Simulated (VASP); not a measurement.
# Ca2ZrN2 (P1) in VASP: relaxation of cell and atoms with PBE

Aim: the relaxation of cell and atoms of Ca2ZrN2 with PBE.

Everything below comes from runs of VASP 6.6.1. Logs are shortened: lines on timing, memory, paths and dates and some standing lists are left out, and cuts for length are marked.

### 1 Starting point

The typed cell holds 10 atoms: a = 6.750 Å, b = 3.416 Å, c = 8.876 Å, α = 89.83°, β = 91.53°, γ = 121.26°.

The cell was built by a generator and needn't be a form met in nature.

### 2 Relaxation of cell and atoms, PBE

File INCAR:

```
SYSTEM = Ca2ZrN2
  ALGO = Fast
  EDIFF = 1E-5
  EDIFFG = -0.03
  ENCUT = 520
  GGA = PE
  IBRION = 2
  ISIF = 3
  ISMEAR = 0
  ISYM = 0
  KPAR = 4
  LASPH = .True.
  LCHARG = .False.
  LREAL = Auto
  LWAVE = .False.
  NELM = 80
  NSW = 110
  PREC = Normal
  SIGMA = 0.15
```

File KPOINTS:

```
k-points
0
Gamma
  8 8 3
  0 0 0
```

File POSCAR:

```
Ca2ZrN2
1.0
    6.7490041300     -0.0985465700     -0.0900714900
   -1.7299229500      2.9454849200      0.0049376300
   -0.1190876000     -0.0536788800      8.8753017800
Ca Zr N
4 2 4
Direct
    0.1761679400      0.7328474100      0.3022689100
    0.6806178300      0.6269655100      0.2919157000
    0.3339254300      0.3434648700      0.7025020500
    0.8420479200      0.3255295900      0.6997659500
    0.9865994100      0.0116797700      0.9963845900
    0.5040539200      0.0320486200      0.0081147400
    0.3299655300      0.3309007000      0.1360350900
    0.8475563800      0.3402137800      0.1357332300
    0.1678966200      0.6253335800      0.8502368400
    0.6975107100      0.7188242800      0.8583962900
```

Potentials or basis: VASP PAW PBE potentials, release 64 (Ca_sv, Zr_sv, N).

Started as:

```console
> cat potpaw_PBE.64/Ca_sv/POTCAR potpaw_PBE.64/Zr_sv/POTCAR potpaw_PBE.64/N/POTCAR > POTCAR
> mpirun -np 4 vasp_std > vasp.out
```

OUTCAR:

```text
SYSTEM = Ca2ZrN2
   EDIFF = 1E-5
   EDIFFG = -0.03
   ENCUT = 520
   GGA = PE
   IBRION = 2
   ISIF = 3
   ISMEAR = 0
   ISYM = 0
   LASPH = .True.
   LREAL = Auto
   NELM = 80
   NSW = 110
   PREC = Normal

 ion  position               nearest neighbor table
   1  0.176  0.733  0.302-   7 2.30   8 2.38   2 3.17   6 3.27   5 3.31   5 3.41
   2  0.681  0.627  0.292-   8 2.32   7 2.43   6 3.04   1 3.17   5 3.21   6 3.35
   3  0.334  0.343  0.703-   9 2.26   6 3.30   5 3.34   6 3.36
   4  0.842  0.326  0.700-   9 2.28  10 2.28   5 3.16   5 3.30   6 3.41
   5  0.987  0.012  0.996-  10 2.04   8 2.20   9 2.23   7 2.31   8 2.34   9 2.59   4 3.16   2 3.21
                             6 3.24   6 3.30   4 3.30   1 3.31   3 3.34   1 3.41   6 3.42   6 3.46
   6  0.504  0.032  0.008-   7 2.24   8 2.26   7 2.35   9 2.37  10 2.42  10 2.48   2 3.04   5 3.24
                             1 3.27   5 3.30   3 3.30   2 3.35   3 3.36   4 3.41   5 3.42   5 3.46
   7  0.330  0.331  0.136-   6 2.24   1 2.30   5 2.31   6 2.35   2 2.43
   8  0.848  0.340  0.136-   5 2.20   6 2.26   2 2.32   5 2.34   1 2.38
   9  0.168  0.625  0.850-   5 2.23   3 2.26   4 2.28   6 2.37   5 2.59
  10  0.698  0.719  0.858-   5 2.04   4 2.28   6 2.42   6 2.48

IMPORTANT INFORMATION: All symmetrisations will be switched off!
NOSYMM: (Re-)initialisation of all symmetry stuff for point group C_1.

----------------------------------------------------------------------------------------

                                     Primitive cell

  volume of cell :     174.8818

  direct lattice vectors                    reciprocal lattice vectors
     6.749004130 -0.098546570 -0.090071490     0.149485753  0.087790743  0.002536748
    -1.729922950  2.945484920  0.004937630     0.005028915  0.342452636  0.002138672
    -0.119087600 -0.053678880  8.875301780     0.001514267  0.000700431  0.112696780

  length of vectors
     6.750324514  3.415924356  8.876263007     0.173377161  0.342496236  0.112709129

  position of ions in fractional coordinates (direct lattice)
     0.176167940  0.732847410  0.302268910
     0.680617830  0.626965510  0.291915700
     0.333925430  0.343464870  0.702502050
     0.842047920  0.325529590  0.699765950
     0.986599410  0.011679770  0.996384590
     0.504053920  0.032048620  0.008114740
     0.329965530  0.330900700  0.136035090
     0.847556380  0.340213780  0.135733230
     0.167896620  0.625333580  0.850236840
     0.697510710  0.718824280  0.858396290

  ion indices of the primitive-cell ions
   primitive index   ion index
                 1           1
                 2           2
                 3           3
                 4           4
                 5           5
                 6           6
                 7           7
                 8           8
                 9           9
                10          10

----------------------------------------------------------------------------------------

 KPOINTS: k-points

Automatic generation of k-mesh.
 Grid dimensions read from file:
 generate k-points for:    8    8    3

 Generating k-lattice:

  Cartesian coordinates                     Fractional coordinates (reciprocal lattice)
     0.018685719  0.010973843  0.000317094     0.125000000  0.000000000 -0.000000000
     0.000628614  0.042806579  0.000267334    -0.000000000  0.125000000  0.000000000
     0.000504756  0.000233477  0.037565593     0.000000000  0.000000000  0.333333333

  Length of vectors
     0.021672145  0.042812030  0.037569710

  Shift w.r.t. Gamma in fractional coordinates (k-lattice)
     0.000000000  0.000000000  0.000000000

 Subroutine IBZKPT returns following result:
 ===========================================

 Found     98 irreducible k-points:

 Following reciprocal coordinates:
            Coordinates               Weight
  0.000000  0.000000  0.000000      1.000000
  0.125000 -0.000000  0.000000      2.000000
  0.250000 -0.000000  0.000000      2.000000
  0.375000  0.000000  0.000000      2.000000
  0.500000 -0.000000  0.000000      1.000000
 -0.000000  0.125000  0.000000      2.000000
[... 16 lines left out ...]
  0.125000  0.375000  0.000000      2.000000
  0.250000  0.375000  0.000000      2.000000
 [... further k-points ...]
   k-points           NKPTS =     98   k-points in BZ     NKDIM =     98   number of bands    NBANDS=     50
   number of dos      NEDOS =    301   number of ions     NIONS =     10
   total plane-waves  NPLWV =  40000
   dimension x,y,z NGX =    40 NGY =   20 NGZ =   50
   dimension x,y,z NGXF=    80 NGYF=   40 NGZF=  100
   ions per type =               4   2   4
   NGX,Y,Z   is equivalent  to a cutoff of   9.85,  9.73,  9.36 a.u.
   NGXF,Y,Z  is equivalent  to a cutoff of  19.70, 19.47, 18.73 a.u.
 SYSTEM =  Ca2ZrN2
   PREC   = normal    normal or accurate (medium, high low for compatibility)
   ISTART =      0    job   : 0-new  1-cont  2-samecut
   ICHARG =      2    charge: 1-file 2-atom 10-const
   ISPIN  =      1    spin polarized calculation?
   LNONCOLLINEAR =      F non collinear calculations
   LSORBIT =      F    spin-orbit coupling
   LASPH  =      T    aspherical Exc in radial PAW
   ENCUT  =  520.0 eV  38.22 Ry    6.18 a.u.  12.55  6.35 16.50*2*pi/ulx,y,z
   NELM   =     80;   NELMIN=  2; NELMDL= -5     # of ELM steps
   EDIFF  = 0.1E-04   stopping-criterion for ELM
   LREAL  =      T    real-space projection
   EDIFFG = -.3E-01   stopping-criterion for IOM
   NSW    =    110    number of steps for IOM
   IBRION =      2    ionic relax: 0-MD 1-quasi-New 2-CG
   NFREE  =      1    steps in history (QN), initial steepest desc. (CG)
   ISIF   =      3    stress and relaxation
   ISYM   =      0    0-nonsym 1-usesym 2-fastsym
   POTIM  = 0.5000    time-step for ionic-motion
   TEBEG  =    0.0;   TEEND  =   0.0 temperature during run
   PSTRESS=    0.0 pullay stress
   NELECT =      84.0000    total number of electrons
   NUPDOWN=      -1.0000    fix difference up-down
   EMIN   =  10.00;   EMAX   =-10.00  energy-range for DOS
   EFERMI =   0.00;   METHOD = LEGACY
   ISMEAR =     0;   SIGMA  =   0.15  broadening in eV -4-tet -1-fermi 0-gaus
   EFERMI_NEDOS =   21; number of points for ismear=-14 and -15
   IALGO  =     68    algorithm
   IMIX   =      4    mixing-type and parameters
     AMIX     =   0.40;   BMIX     =  1.00
     AMIX_MAG =   1.60;   BMIX_MAG =  1.00
  volume/ion in A,a.u.               =      17.49       118.02
  Fermi-wavevector in a.u.,A,eV,Ry     =   1.282094  2.422806 22.364769  1.643764
  Thomas-Fermi vector in A             =   2.414425
   LORBIT       =      0    0 simple, 1 ext, 2 COOP (PROOUT), +10 PAW based schemes
   GGA     = PE    functional components
   LHFCALC =     F    Hartree Fock is set to
   AEXX    =    0.0000 exact exchange contribution
   IVDW    =     0    specifies the selected vdW correction
   LEPSILON=     F    determine dielectric tensor
   LRPA    =     F    only Hartree local field effects (RPA)
 conjugate gradient relaxation of ions
 non-spin polarized calculation
 RMM-DIIS sequential band-by-band and
 Gauss-broadening in eV      SIGMA  =   0.15
  energy-cutoff  :      520.00
  volume of cell :      174.88
 maximum number of plane-waves:      4741
   NGX = 25   NGY = 13   NGZ = 33

--------------------------------------- Ionic step        1  -------------------------------------------

 number of electron      83.9999998 magnetization

 Free energy of the ion-electron system (eV)
  ---------------------------------------------------
  ext. energy  EPLUGINS =         0.00000000
  ---------------------------------------------------
  free energy    TOTEN  =       -69.11747218 eV

  energy without entropy =      -69.08085039  energy(sigma->0) =      -69.09916128

------------------------ aborting loop because EDIFF is reached ----------------------------------------

  FORCE on cell =-STRESS in cart. coord.  units (eV):
  Direction    XX          YY          ZZ          XY          YZ          ZX
  --------------------------------------------------------------------------------------
  -------------------------------------------------------------------------------------
  Total        3.5581787      2.2648302      5.6324727      2.7141686      1.3637826      2.2186182
  in kB       32.5982144     20.7492159     51.6018350     24.8658250     12.4942788     20.3258458
  external PRESSURE =      34.9830884 kB  Pullay stress =       0.0000000 kB
[... 73 lines left out ...]
  energy  without entropy=      -69.6219237730  energy(sigma->0) =      -69.64027085

--------------------------------------- Ionic step        3  -------------------------------------------

 number of electron      84.0000007 magnetization

 E-fermi :   5.5796     XC(G=0):  -9.9797

 val. band max:        5.5747130930   @ k =  -0.1250  -0.3750   0.3333
 cond. band min:       5.5800537162   @ k =  -0.3750   0.1250  -0.0000
 fundamental gap:      0.0053406231
 Fermi energy:         5.5795512140

 k-point     1 :       0.0000    0.0000    0.0000
  band No.  band energies     occupation
      1     -43.9847      2.00000
      2     -43.8522      2.00000
      3     -35.3538      2.00000
      4     -35.2757      2.00000
      5     -35.2184      2.00000
      6     -35.1591      2.00000
[... 1261 lines left out ...]
     49       8.3537      0.00000
     50       8.4396      0.00000

 [... further k-points ...]
[... 5 lines left out ...]
  --------------------------------------------------------------------------------------
  -------------------------------------------------------------------------------------
  Total       -4.5199508     -3.9862523     -4.7493497      0.2926684     -0.2340715      0.0400596
  in kB      -39.5111777    -34.8458491    -41.5164695      2.5583622     -2.0461375      0.3501815
  external PRESSURE =     -38.6244988 kB  Pullay stress =       0.0000000 kB
[... 25 lines left out ...]
  FREE ENERGIE OF THE ION-ELECTRON SYSTEM (eV)
  ---------------------------------------------------
  free  energy   TOTEN  =       -69.6684527242 eV

  energy  without entropy=      -69.6318948404  energy(sigma->0) =      -69.65017378

[... ionic steps 4 to 10 ...]

--------------------------------------- Ionic step       11  -------------------------------------------

 number of electron      83.9999993 magnetization

------------------------ aborting loop because EDIFF is reached ----------------------------------------

  FORCE on cell =-STRESS in cart. coord.  units (eV):
  Direction    XX          YY          ZZ          XY          YZ          ZX
  --------------------------------------------------------------------------------------
  -------------------------------------------------------------------------------------
  Total       -0.0101976      0.0883269     -0.1946488      0.0023368     -0.1266432      0.0144051
  in kB       -0.0934185      0.8091513     -1.7831534      0.0214069     -1.1601628      0.1319631
  external PRESSURE =      -0.3558069 kB  Pullay stress =       0.0000000 kB
[... 73 lines left out ...]
  energy  without entropy=      -69.9637240092  energy(sigma->0) =      -69.98125098

--------------------------------------- Ionic step       13  -------------------------------------------

 number of electron      83.9999994 magnetization

 Free energy of the ion-electron system (eV)
  ---------------------------------------------------
  ext. energy  EPLUGINS =         0.00000000
  ---------------------------------------------------
  free energy    TOTEN  =       -69.99882390 eV

  energy without entropy =      -69.96376992  energy(sigma->0) =      -69.98129691

 E-fermi :   5.9171     XC(G=0): -10.1963

 val. band max:        5.9152384980   @ k =   0.1250  -0.3750   0.3333
 cond. band min:       5.9501353218   @ k =   0.1250   0.2500   0.0000
 fundamental gap:      0.0348968238
 Fermi energy:         5.9171113878

 k-point     1 :       0.0000    0.0000    0.0000
  band No.  band energies     occupation
      1     -43.4197      2.00000
      2     -43.3616      2.00000
      3     -34.8211      2.00000
      4     -34.8156      2.00000
      5     -34.7503      2.00000
      6     -34.7474      2.00000
[... 1261 lines left out ...]
     49       8.8439      0.00000
     50       8.9652      0.00000

 [... further k-points ...]
[... 5 lines left out ...]
  --------------------------------------------------------------------------------------
  -------------------------------------------------------------------------------------
  Total        0.0617385      0.0725974      0.1631736     -0.0139456      0.0184616     -0.0065367
  in kB        0.5661781      0.6657608      1.4963980     -0.1278897      0.1693040     -0.0599450
  external PRESSURE =       0.9094456 kB  Pullay stress =       0.0000000 kB
[... 25 lines left out ...]
  FREE ENERGIE OF THE ION-ELECTRON SYSTEM (eV)
  ---------------------------------------------------
  free  energy   TOTEN  =       -69.9988238972 eV

  energy  without entropy=      -69.9637699155  energy(sigma->0) =      -69.98129691

 reached required accuracy - stopping structural energy minimisation
```

Wall time 10 min (4 MPI ranks of Intel Xeon 6975P-C (Granite Rapids), shared host); peak memory 0.58 GiB.

Results:

```yaml
Free_energy: -69.9988 eV
Relaxed_volume: 17.47 Å³/atom
Relaxed_cell: a = 6.730 Å, b = 3.369 Å, c = 8.900 Å, α = 90.23°, β = 90.12°, γ = 120.02°
Space_group_after_relaxing_to_0.05_Å: P-1 (No. 2)
Energy_gained_by_relaxing: 88.1 meV/atom
Ionic_steps: 13
Pressure_after_relaxing: 0.1 GPa
Largest_force_after_relaxing: 0.025 eV/Å
Band_gap_on_the_k_mesh: none (metal or under the smearing width)
```

Forces on the atoms (eV/Å):
```
Ca   0.014 -0.004  0.021
Ca  -0.010 -0.010  0.017
Ca   0.014  0.018  0.007
Ca   0.016 -0.012 -0.013
Zr   0.000  0.006 -0.024
Zr  -0.011 -0.003 -0.007
N    0.000 -0.010  0.001
N   -0.001  0.016 -0.001
N   -0.011  0.016  0.007
N   -0.010 -0.016 -0.008
```

Step by step:
| step | energy change (eV) | largest force (eV/Å) | pressure (GPa) | volume (Å³) |
| --- | --- | --- | --- | --- |
| 1 | 0.0000 | 2.4219 | 3.50 | 174.88 |
| 2 | -0.5411 | 0.8399 | -4.75 | 184.66 |
| 3 | -0.5510 | 0.8963 | -3.86 | 183.28 |
| 4 | -0.7877 | 0.4808 | 0.58 | 175.10 |
| 5 | -0.7886 | 0.4687 | 0.90 | 174.59 |
| 6 | -0.8447 | 0.3374 | 0.19 | 175.24 |
| 7 | -0.8543 | 0.3585 | -0.21 | 175.67 |
| 8 | -0.8711 | 0.1502 | -0.05 | 175.22 |
| 9 | -0.8723 | 0.1986 | 0.02 | 175.04 |
| 10 | -0.8787 | 0.0901 | -0.02 | 174.95 |
| 11 | -0.8798 | 0.0883 | -0.04 | 174.89 |
| 12 | -0.8813 | 0.0336 | 0.07 | 174.74 |
| 13 | -0.8814 | 0.0254 | 0.09 | 174.71 |

Final structure:
```xyz
10
Lattice="6.7304 -0.0029 -0.0076 -1.6842 2.9173 -0.0066 -0.0090 -0.0259 8.9002" Properties=species:S:1:pos:R:3 pbc="T T T"
Ca    0.0301    1.9796    2.6733
Ca    3.3987    1.9757    2.6706
Ca    1.6991    0.9601    6.1798
Ca    5.0616    0.9666    6.1794
Zr    0.0206   -0.0002    8.8848
Zr    3.3874   -0.0037    8.8798
N     1.7125    1.0021    1.2286
N     5.0790    0.9962    1.2255
N     0.0212    1.9385    7.6271
N     3.3847    1.9428    7.6250
```
